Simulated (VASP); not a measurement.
Calculation: optB88-vdW, VASP's PBE PAW potentials (set 64) (plane waves; VASP).

A VASP calculation is set up with these files.

**POSCAR**
```
Li2Se
1
    0.0000000000     2.9913288893     2.9913288893
    2.9913288893     0.0000000000     2.9913288893
    2.9913288893     2.9913288893     0.0000000000
Li Se
2 1
Direct
  0.2500000000   0.2500000000   0.2500000000
  0.7500000000   0.7500000000   0.7500000000
  1.0000000000   0.0000000000   0.0000000000
```

### INCAR
```
! general
SYSTEM   = Li2Se
PREC     = Accurate
ENCUT    = 520   ! plane-wave cut-off (eV)
LREAL    = .FALSE.
LASPH    = .TRUE.   ! aspherical one-centre terms

! electronic loop
EDIFF    = 1E-7
NELM     = 100   ! most electronic steps
ALGO     = Normal
LMAXMIX  = 4   ! l cut-off of mixed one-centre charges

! smearing
ISMEAR   = -5   ! tetrahedra, Bloechl

! functional
GGA      = BO
LUSE_VDW = .TRUE.
AGGAC    = 0.0
PARAM1   = 0.1833333333
PARAM2   = 0.22

! ions
ISIF     = 2

! output
LWAVE    = .FALSE.
LCHARG   = .TRUE.
LORBIT   = 11   ! lm-projected
NEDOS    = 601

! other
LEFG     = .TRUE.
```

**KPOINTS**
```
Automatic
0
Gamma
7 7 7
```

POTCAR, in this order: Li_sv Se (PBE.64 set). Program: vasp_std.

Q: Predict the energy per atom (σ→0).

A: 
| Property | Result |
|---|---|
| energy per atom (σ→0) | -2.633 eV/atom |

**OSZICAR**
```
...
DAV:   9    -0.789981774873E+01    0.18053E-03   -0.16846E-03   570   0.244E-01    0.113E-01
DAV:  10    -0.790001312861E+01   -0.19538E-03   -0.32849E-04   426   0.145E-01    0.416E-02
DAV:  11    -0.790001777202E+01   -0.46434E-05   -0.18482E-05   580   0.401E-02    0.166E-02
DAV:  12    -0.790002160368E+01   -0.38317E-05   -0.11980E-05   438   0.237E-02    0.914E-03
DAV:  13    -0.790002072022E+01    0.88346E-06   -0.19582E-06   508   0.107E-02    0.187E-03
DAV:  14    -0.790002059570E+01    0.12453E-06   -0.55337E-08   308   0.241E-03    0.199E-04
DAV:  15    -0.790002060318E+01   -0.74867E-08   -0.22133E-08   230   0.127E-03
   1 F= -.79000206E+01 E0= -.79000206E+01  d E =0.000000E+00
```

The compound is Li2Se in the antifluorite structure. It was relaxed first.
